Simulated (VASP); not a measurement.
A convergence study with VASP on MoTe$_{2}$ (2H layered): a few settings are varied, all else stays as given below, so the limit is that of these other settings.

```
CELL_PARAMETERS angstrom
      1.76000    -3.04841     0.00000
      1.76000     3.04841     0.00000
      0.00000     0.00000    13.96000
ATOMIC_POSITIONS crystal
  Te 0.33333 0.66667 0.87900
  Te 0.66667 0.33333 0.37900
  Te 0.66667 0.33333 0.12100
  Te 0.33333 0.66667 0.62100
  Mo 0.33333 0.66667 0.25000
  Mo 0.66667 0.33333 0.75000
```

Calculation: PBE GGA, VASP's PBE PAW potentials (set 64) (plane waves; VASP). The last row used: 550 eV cut-off, 14×14×4 Γ-centred mesh, second-order Methfessel-Paxton smearing of 0.40 eV, potentials Te Mo_sv.

```csv
setting,E (eV/atom),pressure (GPa),largest force (eV/Å),irreducible k-points
"ISMEAR = -1, SIGMA = 0.01, 4×4×1 mesh",-6.0077,2.91,0.166,4
"ISMEAR = -1, SIGMA = 0.1, 4×4×1 mesh",-6.0075,2.91,0.167,4
"ISMEAR = 0, SIGMA = 0.01, 4×4×1 mesh",-6.0077,2.91,0.166,4
"ISMEAR = 0, SIGMA = 0.2, 4×4×1 mesh",-6.0077,2.91,0.166,4
"ISMEAR = 1, SIGMA = 0.05, 4×4×1 mesh",-6.0077,2.91,0.166,4
"ISMEAR = 1, SIGMA = 0.2, 4×4×1 mesh",-6.0077,2.91,0.166,4
"ISMEAR = 2, SIGMA = 0.05, 4×4×1 mesh",-6.0077,2.91,0.166,4
"ISMEAR = 2, SIGMA = 0.2, 4×4×1 mesh",-6.0076,2.91,0.168,4
"ISMEAR = -1, SIGMA = 0.01, 8×8×2 mesh",-5.9976,2.95,0.201,20
"ISMEAR = -1, SIGMA = 0.2, 8×8×2 mesh",-5.9912,3.02,0.223,20
"ISMEAR = 0, SIGMA = 0.01, 8×8×2 mesh",-5.9976,2.95,0.201,20
"ISMEAR = 0, SIGMA = 0.4, 8×8×2 mesh",-5.9961,2.95,0.207,20
"ISMEAR = 1, SIGMA = 0.05, 8×8×2 mesh",-5.9976,2.95,0.201,20
"ISMEAR = 1, SIGMA = 0.4, 8×8×2 mesh",-5.9974,2.86,0.170,20
"ISMEAR = 2, SIGMA = 0.05, 8×8×2 mesh",-5.9976,2.95,0.201,20
"ISMEAR = 2, SIGMA = 0.4, 8×8×2 mesh",(withheld),(withheld),(withheld),20
"ISMEAR = -1, SIGMA = 0.05, 14×14×4 mesh",-5.9978,2.94,0.203,72
"ISMEAR = -1, SIGMA = 0.2, 14×14×4 mesh",-5.9915,3.02,0.223,72
"ISMEAR = 0, SIGMA = 0.1, 14×14×4 mesh",-5.9978,2.94,0.203,72
"ISMEAR = 0, SIGMA = 0.4, 14×14×4 mesh",-5.9963,2.95,0.207,72
"ISMEAR = 1, SIGMA = 0.1, 14×14×4 mesh",-5.9978,2.94,0.201,72
"ISMEAR = 1, SIGMA = 0.4, 14×14×4 mesh",-5.9977,2.85,0.172,72
"ISMEAR = 2, SIGMA = 0.1, 14×14×4 mesh",-5.9978,2.94,(withheld),72
"ISMEAR = 2, SIGMA = 0.4, 14×14×4 mesh",-5.9979,2.86,0.175,72
```

Task: Fill in the missing entries.

Result: 
- ISMEAR = 2, SIGMA = 0.1, 14×14×4 mesh, largest force (eV/Å): 0.202
- ISMEAR = 2, SIGMA = 0.4, 8×8×2 mesh, E (eV/atom): -5.9975
- ISMEAR = 2, SIGMA = 0.4, 8×8×2 mesh, pressure (GPa): 2.87
- ISMEAR = 2, SIGMA = 0.4, 8×8×2 mesh, largest force (eV/Å): 0.177

Left out are rungs that failed or repeat a setting and relaxations that didn't move; long series are thinned to 24 rows.

The compound is MoTe2 in the 2H layered structure. The cell was not relaxed at this level, forces remain on its atoms.
